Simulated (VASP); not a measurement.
# Ge under strain, part 3 of 3

Aim: follow the pressure of Ge through compression, expansion and shear. All runs use LDA. Left out of this account: at least 2 further runs (bands with LDA: it ended just at its time limit, and its output was not read; fields: a reference on another mesh). The start is a computed cell from the Materials Project.

VASP 6.6.1; LDA; plane waves and PAW (Ge_d).

Still holding for the runs below: Spin-orbit coupling is off here; it would split degenerate levels.

So far, pressure (GPa): step 2 (bands, cell as listed) -4.70; step 3 (cell volume +4.0 %) -6.94; step 4 (cell volume +8.0 %) -8.70.

The starting crystal is not the ambient structure of Ge (diamond type); it is a model or a phase of other conditions.

## Step 6: Bands, volume times 0.96

The cell is compressed evenly, with fractional positions held.

INCAR

```
SYSTEM = Ge
PREC = Accurate
ENCUT = 410
EDIFF = 1E-06
NELM = 100
ISMEAR = -1
SIGMA = 0.05
LREAL = .FALSE.
ALGO = Normal
GGA = CA
NBANDS = 26
LORBIT = 11
LWAVE = .FALSE.
LCHARG = .FALSE.
KPAR = 2
```

POSCAR

```
Ge
1.0
   -2.4621655136      2.6150361352      1.4175264166
    2.4621655136     -2.6150361352      1.4175264166
    2.4621655136      2.6150361352     -1.4175264166
Ge
2
Direct
    0.1859430000      0.9359430000      0.2500000000
    0.8140570000      0.0640570000      0.7500000000
```

KPOINTS

```
Automatic mesh
0
Gamma
15 15 15
0 0 0
```

KPOINTS_OPT

```
Line mode
16
Line-mode
Reciprocal
  0.00000000   0.00000000   0.00000000 GAMMA
  0.32345933   0.32345933  -0.32345933 X

  0.32345933   0.32345933  -0.32345933 X
  0.29508451   0.35183414  -0.29508451 L

  0.29508451   0.35183414  -0.29508451 L
  0.00000000   0.50000000   0.00000000 T

  0.00000000   0.50000000   0.00000000 T
  0.25000000   0.25000000   0.25000000 W

  0.25000000   0.25000000   0.25000000 W
  0.50000000   0.00000000   0.00000000 R

  0.50000000   0.00000000   0.00000000 R
  0.67654067  -0.32345933   0.32345933 X1

  0.67654067  -0.32345933   0.32345933 X1
  0.50000000  -0.50000000   0.50000000 Z

  0.50000000  -0.50000000   0.50000000 Z
  0.00000000   0.00000000   0.00000000 GAMMA

  0.00000000   0.00000000   0.00000000 GAMMA
 -0.47162518   0.47162518   0.47162518 Y

 -0.47162518   0.47162518   0.47162518 Y
  0.00000000   0.00000000   0.50000000 S

  0.00000000   0.00000000   0.50000000 S
  0.25000000   0.25000000   0.25000000 W

 -0.29508451   0.64816586   0.29508451 L1
 -0.47162518   0.47162518   0.47162518 Y

  0.47162518  -0.47162518   0.52837482 Y1
  0.50000000  -0.50000000   0.50000000 Z
```

Potentials, in the order of the species: Ge_d (LDA family, release 64).

Run with:

```sh
$ mpirun -np 2 vasp_std
```

Output:

```text
[... set-up lines as in an earlier step ...]
 entering main loop
       N       E                     dE             d eps       ncg     rms          rms(c)
DAV:   1     0.165418929238E+03    0.16542E+03   -0.11273E+04 34208   0.268E+03
DAV:   2     0.123630871175E+02   -0.15306E+03   -0.14580E+03 26984   0.475E+02
DAV:   3    -0.953808064140E+01   -0.21901E+02   -0.21719E+02 29722   0.105E+02
DAV:   4    -0.100479672828E+02   -0.50989E+00   -0.50953E+00 30750   0.185E+01
DAV:   5    -0.100537741547E+02   -0.58069E-02   -0.58064E-02 31244   0.208E+00    0.222E+00
DAV:   6    -0.100250087766E+02    0.28765E-01   -0.17079E-02 36772   0.197E+00    0.123E+00
DAV:   7    -0.100124266459E+02    0.12582E-01   -0.11568E-02 36896   0.132E+00    0.111E-01
DAV:   8    -0.100120500043E+02    0.37664E-03   -0.15511E-03 32940   0.601E-01    0.417E-02
DAV:   9    -0.100120487527E+02    0.12515E-05   -0.40858E-05 30376   0.664E-02    0.853E-03
DAV:  10    -0.100120485163E+02    0.23649E-06   -0.27107E-06 30236   0.197E-02
   1 F= -.10012049E+02 E0= -.10009022E+02  d E =-.605384E-02
 Start KPOINTS_OPT (optional k-point list driver)
k-point batch [1-208\208]
       N       E                     dE             ncg
DAV:   1    -0.254711368446E+05   -0.21669E+06    13866
DAV:   2    -0.572992308632E+05   -0.31828E+05    10872
DAV:   3    -0.618523029332E+05   -0.45531E+04    12192
DAV:   4    -0.619608539855E+05   -0.10855E+03    12714
DAV:   5    -0.619621229904E+05   -0.12690E+01    12814
DAV:   6    -0.619621496955E+05   -0.26705E-01    12740
DAV:   7    -0.619621505124E+05   -0.81687E-03    12936
DAV:   8    -0.619621505394E+05   -0.27047E-04    10368
DAV:   9    -0.619621505418E+05   -0.24095E-05     8502
DAV:  10    -0.619621505425E+05   -0.71478E-06     7144
```

It took 6 min on 2 MPI ranks of AMD EPYC 7R43, shared host; peak memory 0.92 GiB.

Parts of OUTCAR (step 6):

```text
   ENCUT  =  410.0 eV  30.13 Ry    5.49 a.u.   6.38  6.38  6.38*2*pi/ulx,y,z

   NELECT =      28.0000    total number of electrons

 E-fermi :   6.6798

 k-point     1 :       0.0000    0.0000    0.0000
  band No.  band energies     occupation
    ...
     10     -17.8199      2.00000
     11      -6.7459      2.00000
     12       2.9432      2.00000
     13       4.2455      2.00000
     14       4.7107      2.00000
     15      10.1723      0.00000
     16      13.8210      0.00000
     17      14.0766      0.00000
     18      14.8144      0.00000
     19      15.1527      0.00000
    ...

  Total       -0.3535693     -0.5940010     -0.3322735      0.0000000      0.0000000      0.0000000
  in kB      -15.5166903    -26.0682369    -14.5821051      0.0000000      0.0000000      0.0000000
  external PRESSURE =     -18.7223441 kB  Pullay stress =       0.0000000 kB

 POSITION                                       TOTAL-FORCE (eV/Angst)
 -----------------------------------------------------------------------------------
      2.46217     -1.30752      1.23592        -0.000000     -0.000000     -0.051582
     -0.00000      3.92255      0.18160         0.000000      0.000000      0.051582
 -----------------------------------------------------------------------------------
    total drift:                                0.000000      0.000000     -0.000000

  FREE ENERGIE OF THE ION-ELECTRON SYSTEM (eV)
  ---------------------------------------------------
  free  energy   TOTEN  =       -10.0120485163 eV

  energy  without entropy=      -10.0059946716  energy(sigma->0) =      -10.00902159

[... 4 parts as in an earlier step ...]

[... 12 further parts left out ...]
```

Numbers from this step:

| Item | Value |
| --- | --- |
| free energy (TOTEN) | -10.01 eV |
| energy at zero smearing | -10.01 eV |
| Fermi energy | 6.680 eV |
| pressure | -1.872 GPa |

Electronic bands along the path, in eV, zero at the Fermi level; # counts the bands kept in this run, so #1 is VASP's band 11:

```
          point      #1      #2     #3     #4     #5    #6     #7     #8
              Γ  -13.43   -3.74  -2.43  -1.97   3.49  7.14   7.40   8.13
0.47 of the way  -11.76   -2.45  -1.08  -0.85   0.35  1.18   3.73   5.09
              X   -7.51   -6.65  -3.89  -3.80  -3.42  3.91   5.76   7.58
0.47 of the way   -7.51   -6.66  -3.88  -3.88  -3.31  3.87   5.81   7.55
              L   -7.52   -6.69  -4.04  -3.87  -3.06  3.72   5.97   7.47
0.53 of the way   -8.04   -5.96  -4.76  -2.60  -0.15  1.12   4.51   6.81
              T   -8.30   -6.06  -3.40  -2.33  -1.85  3.16   4.12   6.79
0.53 of the way   -7.94   -6.06  -4.85  -3.27   0.73  4.47   4.74   6.22
              W   -7.06   -7.06  -4.46  -4.46   4.02  4.02   5.32   5.32
0.47 of the way   -7.80   -6.89  -3.98  -3.16   2.15  3.68   3.70   4.54
              R   -8.16   -7.10  -1.94  -1.59  -0.81  1.50   3.32   4.48
0.53 of the way   -7.86   -6.78  -3.65  -2.22  -1.34  1.59   3.57   7.52
             X1   -7.51   -6.65  -3.89  -3.80  -3.42  3.91   5.76   7.58
0.47 of the way   -8.64   -7.79  -5.41  -5.10  -0.32  7.80   9.48  10.76
              Z   -9.25   -8.33  -6.04  -5.79   4.51  7.06  11.06  11.65
0.47 of the way  -11.93   -7.19  -4.69  -1.00   4.50  5.54   7.89   8.70
              Γ  -13.43   -3.74  -2.43  -1.97   3.49  7.14   7.40   8.13
0.47 of the way  -12.25   -7.36  -4.25   1.76   3.46  6.28   7.83   7.94
              Y   -9.23   -8.50  -6.02  -5.58   4.53  7.08  11.00  11.48
0.53 of the way  -10.14  -10.04  -3.35  -2.32   5.28  6.20   7.25   7.77
              S  -10.59  -10.59   0.67   0.67   2.40  2.40   6.94   6.94
0.47 of the way   -9.62   -9.62   0.15   0.15   2.36  2.36   3.60   3.60
              W   -7.06   -7.06  -4.46  -4.46   4.02  4.02   5.32   5.32
     jump to L1   -7.52   -6.69  -4.04  -3.87  -3.06  3.72   5.97   7.47
0.47 of the way   -8.62   -7.94  -5.39  -4.91  -0.29  7.65   9.58  10.68
              Y   -9.23   -8.50  -6.02  -5.58   4.53  7.08  11.00  11.48
```

The electronic bands as a text plot (rows in eV, shown from -8.0 to 5.3 only; labels by their first letter):

```
    5.0 | * ** **      **   *         *     *  *   **  *   *
    4.5 |  *  *       *  ***  *     **   *    * ***       * *   *
    3.9 | * *    * * *  **     *   *       *             * *
    3.4 |* *   *    **    **           *  *          *  * *
    2.8 |    *  *        ** **               *       *
    2.3 |  *  *        *      *         *    *        ****     *
    1.7 |         **       **     *     *
    1.2 |   *  *          *  *
    0.6 |   *                               * *      ****     *
    0.0 |    **       *                *
   -0.5 |    **    *       * *           *           *   *
   -1.1 |   **    *         *    *         *        *
   -1.6 | **  **     *     * *            *
   -2.2 |** ** *   ***     ** *            *   *    *        *
   -2.7 |       *         *   * *     *  **        *      *
   -3.3 | **  *****   *   *  * *            *               *
   -3.8 |*      **  ** * *    **        * *  *     *       **
   -4.4 |          *    **      *    * *      * * *         **
   -4.9 |      *  *   **         *    *  * *                 **
   -5.5 |                        *****         * **           ***
   -6.1 |       * *****           ***   *   *   **             **
   -6.6 |        *     * *    **       *
   -7.2 |               * ****  *            *              *
   -7.7 |       ***    * **  *****    *       *            ***
         Γ      XL   T  W  R   X    Z     Γ      Y    S    W|L  Z
```

Force by atom:

```
atom  x (eV/Å)  y (eV/Å)  z (eV/Å)    size
 Ge1    0.0000    0.0000   -0.0516  0.0516
 Ge2    0.0000    0.0000    0.0516  0.0516
```

 The pressure is -1.87 GPa.

Of the bands kept, 4 cross the Fermi level on this path.

## Step 7: Bands, volume times 0.92

The cell is scaled evenly once more. A prediction first. A least-squares parabola for the 4 pressures of evenly scaled cells so far, P = -4.69 -63.1 t +144 t² GPa with t = ln(V/V₁) and V₁ the volume at scale 1, gives 1.57 GPa at t = -0.0834.

INCAR is that of step 6.

POSCAR

```
Ge
1.0
   -2.4274825062      2.5781997336      1.3975585961
    2.4274825062     -2.5781997336      1.3975585961
    2.4274825062      2.5781997336     -1.3975585961
Ge
2
Direct
    0.1859430000      0.9359430000      0.2500000000
    0.8140570000      0.0640570000      0.7500000000
```

KPOINTS is that of step 6.

KPOINTS_OPT is that of step 6.

Run with:

```sh
$ mpirun -np 2 vasp_std
```

Output:

```text
[... set-up lines as in an earlier step ...]
 entering main loop
       N       E                     dE             d eps       ncg     rms          rms(c)
DAV:   1     0.161863188619E+03    0.16186E+03   -0.11156E+04 34478   0.272E+03
DAV:   2     0.114652288181E+02   -0.15040E+03   -0.14318E+03 26914   0.468E+02
DAV:   3    -0.957979353908E+01   -0.21045E+02   -0.20870E+02 29558   0.104E+02
DAV:   4    -0.100496859007E+02   -0.46989E+00   -0.46956E+00 30632   0.178E+01
DAV:   5    -0.100548754878E+02   -0.51896E-02   -0.51892E-02 31100   0.196E+00    0.239E+00
DAV:   6    -0.100227834472E+02    0.32092E-01   -0.16927E-02 36944   0.201E+00    0.132E+00
DAV:   7    -0.100082150506E+02    0.14568E-01   -0.11962E-02 36854   0.137E+00    0.113E-01
DAV:   8    -0.100078151800E+02    0.39987E-03   -0.15905E-03 33320   0.617E-01    0.442E-02
DAV:   9    -0.100078141483E+02    0.10318E-05   -0.43027E-05 31556   0.694E-02    0.885E-03
DAV:  10    -0.100078139298E+02    0.21850E-06   -0.25630E-06 29622   0.190E-02
   1 F= -.10007814E+02 E0= -.10005043E+02  d E =-.554179E-02
 Start KPOINTS_OPT (optional k-point list driver)
k-point batch [1-208\208]
       N       E                     dE             ncg
DAV:   1    -0.223441847016E+05   -0.21729E+06    13742
DAV:   2    -0.539132689602E+05   -0.31569E+05    10952
DAV:   3    -0.583215736827E+05   -0.44083E+04    12098
DAV:   4    -0.584220076326E+05   -0.10043E+03    12874
DAV:   5    -0.584231573003E+05   -0.11497E+01    12842
DAV:   6    -0.584231812866E+05   -0.23986E-01    12586
DAV:   7    -0.584231820067E+05   -0.72012E-03    12826
DAV:   8    -0.584231820295E+05   -0.22783E-04    10026
DAV:   9    -0.584231820319E+05   -0.24546E-05     8422
DAV:  10    -0.584231820327E+05   -0.74822E-06     7170
```

Wall time 5 min (2 MPI ranks); peak memory 0.9 GiB.

From OUTCAR (step 7):

```text
   ENCUT  =  410.0 eV  30.13 Ry    5.49 a.u.   6.29  6.29  6.29*2*pi/ulx,y,z

   NELECT =      28.0000    total number of electrons

 E-fermi :   7.1804

 k-point     1 :       0.0000    0.0000    0.0000
  band No.  band energies     occupation
    ...
     10     -17.3391      2.00000
     11      -6.6360      2.00000
     12       3.5971      2.00000
     13       4.6041      2.00000
     14       5.0899      2.00000
     15      10.5728      0.00000
     16      14.5626      0.00000
     17      14.8811      0.00000
     18      15.6545      0.00000
     19      15.9957      0.00000
    ...

  Total        0.4878861      0.1597083      0.4684225      0.0000000      0.0000000      0.0000000
  in kB       22.3422199      7.3136694     21.4509076      0.0000000      0.0000000      0.0000000
  external PRESSURE =      17.0355990 kB  Pullay stress =       0.0000000 kB

 POSITION                                       TOTAL-FORCE (eV/Angst)
 -----------------------------------------------------------------------------------
      2.42748     -1.28910      1.21851        -0.000000      0.000000     -0.049684
      0.00000      3.86730      0.17905         0.000000     -0.000000      0.049684
 -----------------------------------------------------------------------------------
    total drift:                                0.000000      0.000000     -0.000000

  FREE ENERGIE OF THE ION-ELECTRON SYSTEM (eV)
  ---------------------------------------------------
  free  energy   TOTEN  =       -10.0078139298 eV

  energy  without entropy=      -10.0022721364  energy(sigma->0) =      -10.00504303

[... 4 parts as in an earlier step ...]

[... 12 further parts left out ...]
```

Numbers from this step:

* Fermi energy: 7.180 eV
* pressure: 1.704 GPa

Electronic bands along the path, in eV, zero at the Fermi level; # counts the bands kept in this run, so #1 is VASP's band 11:

```
          point      #1      #2     #3     #4     #5    #6     #7     #8
              Γ  -13.82   -3.58  -2.58  -2.09   3.39  7.38   7.70   8.47
0.53 of the way  -11.57   -2.07  -1.10  -0.54  -0.43  0.21   2.90   4.77
              X   -7.57   -6.72  -4.10  -4.02  -3.63  4.20   5.91   7.70
0.53 of the way   -7.58   -6.74  -4.13  -4.10  -3.48  4.13   5.99   7.67
              L   -7.58   -6.77  -4.27  -4.09  -3.24  3.98   6.15   7.58
0.47 of the way   -8.07   -6.12  -5.03  -2.94  -0.03  0.93   4.84   6.93
              T   -8.42   -6.30  -3.31  -2.47  -1.96  3.07   4.25   7.05
0.47 of the way   -8.14   -6.18  -4.84  -3.27   0.35  4.40   4.54   6.59
              W   -7.14   -7.14  -4.70  -4.70   4.19  4.19   5.52   5.52
0.47 of the way   -7.92   -7.02  -4.14  -3.33   2.20  3.75   3.87   4.74
              R   -8.30   -7.28  -1.94  -1.68  -0.90  1.44   3.48   4.67
0.47 of the way   -8.04   -7.00  -3.63  -2.16  -0.97  1.43   3.24   7.77
             X1   -7.57   -6.72  -4.10  -4.02  -3.63  4.20   5.91   7.70
0.53 of the way   -8.93   -8.01  -5.84  -5.53   0.30  8.69  10.35  11.40
              Z   -9.41   -8.45  -6.35  -6.08   4.64  7.23  11.55  12.21
0.53 of the way  -12.62   -6.91  -4.62   0.03   3.65  6.03   7.75   8.26
              Γ  -13.82   -3.58  -2.58  -2.09   3.39  7.38   7.70   8.47
0.53 of the way  -12.22   -7.88  -4.86   0.68   4.72  6.21   8.00   8.91
              Y   -9.39   -8.64  -6.33  -5.85   4.66  7.24  11.48  12.03
0.47 of the way  -10.25  -10.14  -4.04  -2.96   5.29  6.99   8.16   8.28
              S  -10.88  -10.88   0.65   0.65   2.52  2.52   7.18   7.18
0.53 of the way   -9.56   -9.56  -0.53  -0.53   2.53  2.53   3.89   3.89
              W   -7.14   -7.14  -4.70  -4.70   4.19  4.19   5.52   5.52
     jump to L1   -7.58   -6.77  -4.27  -4.09  -3.24  3.98   6.15   7.58
0.53 of the way   -8.91   -8.19  -5.82  -5.32   0.33  8.55  10.42  11.32
              Y   -9.39   -8.64  -6.33  -5.85   4.66  7.24  11.48  12.03
```

The electronic bands as a text plot (rows in eV, shown from -8.0 to 5.3 only; labels by their first letter):

```
    5.0 | * **  *      ***           **     *  ** ***  *   *
    4.5 |  *  *      ** ****  *     *    *    *  *        * *   *
    3.9 | * *    * **   ***    *   *       *         *   * *
    3.4 |* *   **   **     *           *  *             * *
    2.8 |  * *           ** **               *       * *
    2.3 |     *        *      *         *             * **     *
    1.7 |      *  **       **     *     *
    1.2 |   *             *  *
    0.6 |   *         *                     * *      ****     *
    0.0 |    **                        * *
   -0.5 |    **    *       * *                       *   *
   -1.1 |   **    *         *    *         *        *
   -1.6 | **  **     *     *              *
   -2.2 |** **      *      ****            *        *        *
   -2.7 |* *   *   * *    *   * *         *    *   *      *
   -3.3 |**   *****   *      * *      *  *  *               *
   -3.8 |       **  ** * **   **        * *  *     *       *
   -4.4 |       **      **     **      *   *    *           **
   -4.9 |      *  **  ***       **   *   *    *   *          *
   -5.5 |                        *    *        *  *           **
   -6.1 |       * *****           ****  *   *   **            ***
   -6.6 |        *     *      **
   -7.2 |               ******  *      *     *              *
   -7.7 |       ***    * *    ** *    *       *            ***
         Γ      XL   T  W  R   X    Z     Γ      Y    S    W|L  Z
```

 The pressure is 1.70 GPa. The parabola predicted 1.57 GPa, -0.13 GPa off.

## Step 8: The runs together

| cell | mesh | pressure (GPa) | gap (eV) |
| --- | --- | --- | --- |
| cell as listed | 15×15×15 | -4.70 | none |
| volume times 1.04 | 15×15×15 | -6.94 | none |
| volume times 1.08 | 15×15×15 | -8.70 | none |
| volume times 0.96 | 15×15×15 | -1.87 | none |
| volume times 0.92 | 15×15×15 | 1.70 | none |

## Step 9: What came out

| Quantity | Value |
| --- | --- |
| pressure, cell as listed | -4.70 GPa |
| pressure, volume times 1.04 | -6.94 GPa |
| pressure, volume times 1.08 | -8.70 GPa |
| pressure, volume times 0.96 | -1.87 GPa |
| pressure, volume times 0.92 | 1.70 GPa |
| bulk modulus at the listed volume, shape and positions held | 63.7 GPa |

The slope of pressure against ln V at the listed volume gives a bulk modulus of 63.7 GPa at fixed shape and positions, above that of a cell free to relax (not that of equilibrium, since the cell bears -4.7 GPa there). The atoms were not relaxed in the changed cells. Not obtained: bands, sheared, principal strains -1.6, -0.6, +2.3 %, since the run ended as timeout. Spin-orbit coupling is left out; it would split some degenerate bands.

[Lines on the potential files, build, host, timing and source positions are cut from VASP's logs without a mark.]

[Logs are printed without paths, hosts, clocks, repeated set-up lines and the standing remarks that a program may print on its own settings, such as how far it seeks lower states.]

[Hosts, paths, dates, database ids (printed as entryN), source tags and the programs' standing remarks are cut or masked in the printed files.]

[A measured line is paired with the nearest computed mode of its activity, which favours agreement.]

[In band tables of VASP the shares of atoms and orbitals are scaled to a sum of 1 inside the atoms' spheres.]
